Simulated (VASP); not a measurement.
Output of a VASP run:

OSZICAR:
```
       N       E                     dE             d eps       ncg     rms          rms(c)
DAV:   1     0.365649131411E+02    0.36565E+02   -0.35820E+03   360   0.852E+02
DAV:   2    -0.583223121461E+01   -0.42397E+02   -0.41925E+02   481   0.144E+02
DAV:   3    -0.747167827981E+01   -0.16394E+01   -0.16384E+01   445   0.333E+01
DAV:   4    -0.750241625212E+01   -0.30738E-01   -0.30720E-01   551   0.497E+00
DAV:   5    -0.750256779673E+01   -0.15154E-03   -0.15154E-03   465   0.368E-01    0.237E+00
DAV:   6    -0.741764473656E+01    0.84923E-01   -0.19522E-01   401   0.255E+00    0.168E+00
DAV:   7    -0.742473835065E+01   -0.70936E-02   -0.60738E-02   496   0.159E+00    0.927E-01
DAV:   8    -0.743028766858E+01   -0.55493E-02   -0.10088E-02   401   0.833E-01    0.146E-01
DAV:   9    -0.743027509066E+01    0.12578E-04   -0.34499E-04   464   0.164E-01    0.468E-02
DAV:  10    -0.743035559929E+01   -0.80509E-04   -0.12189E-04   394   0.988E-02    0.206E-02
DAV:  11    -0.743035921916E+01   -0.36199E-05   -0.61170E-06   508   0.244E-02    0.471E-03
DAV:  12    -0.743035966585E+01   -0.44670E-06   -0.71834E-07   373   0.753E-03
   1 F= -.74303597E+01 E0= -.74303597E+01  d E =-.192493E-16
```

File OUTCAR:
```
------------------------ aborting loop because EDIFF is reached ----------------------------------------
  FORCE on cell =-STRESS in cart. coord.  units (eV):
  Direction    XX          YY          ZZ          XY          YZ          ZX
  --------------------------------------------------------------------------------------
  Total       -0.3661334     -0.3661334     -0.3661334     -0.0000000     -0.0000000      0.0000000
  in kB      -16.7858567    -16.7858567    -16.7858567     -0.0000000     -0.0000000      0.0000000
  external PRESSURE =     -16.7858567 kB  Pullay stress =       0.0000000 kB
  volume of cell :       34.95
      direct lattice vectors                 reciprocal lattice vectors
     0.000000000  2.594929000  2.594929000    -0.192683499  0.192683499  0.192683499
     2.594929000  0.000000000  2.594929000     0.192683499 -0.192683499  0.192683499
     2.594929000  2.594929000  0.000000000     0.192683499  0.192683499 -0.192683499
  FREE ENERGIE OF THE ION-ELECTRON SYSTEM (eV)
  ---------------------------------------------------
  free  energy   TOTEN  =        -7.4303596659 eV

  energy  without entropy=       -7.4303596659  energy(sigma->0) =       -7.43035967
```
(Selected blocks of OUTCAR.)

**POSCAR**
```
LiCl
1
    0.0000000000     2.5949290000     2.5949290000
    2.5949290000     0.0000000000     2.5949290000
    2.5949290000     2.5949290000     0.0000000000
Li Cl
1 1
Direct
  0.0000000000   0.0000000000   0.0000000000
  0.5000000000   0.5000000000   0.5000000000
```

**Question.** Reconstruct the remaining input files.

**Answer.** Several could match; the one computed here: the input of the run itself, PBE GGA, plane waves, VASP's PBE PAW potentials (set 64).

File KPOINTS:
```
Automatic mesh
0
Gamma
7 7 7
0 0 0
```

INCAR:
```
SYSTEM = LiCl
PREC = Accurate; ENCUT = 400; LREAL = .FALSE.
LASPH = .TRUE.
EDIFF = 1E-6; NELM = 100; ALGO = Normal
ISMEAR = -1; SIGMA = 0.01
GGA = PE
ISIF = 2
LWAVE = .FALSE.; LCHARG = .FALSE.
```

POTCAR, in this order: Li_sv Cl (PBE.64 set). Program: vasp_std.

At this cut-off the stress carries a Pulay error, which pulls relaxed volumes low.

The structure is a typed LiCl crystal (Fm-3m). The cell was not relaxed at this level.
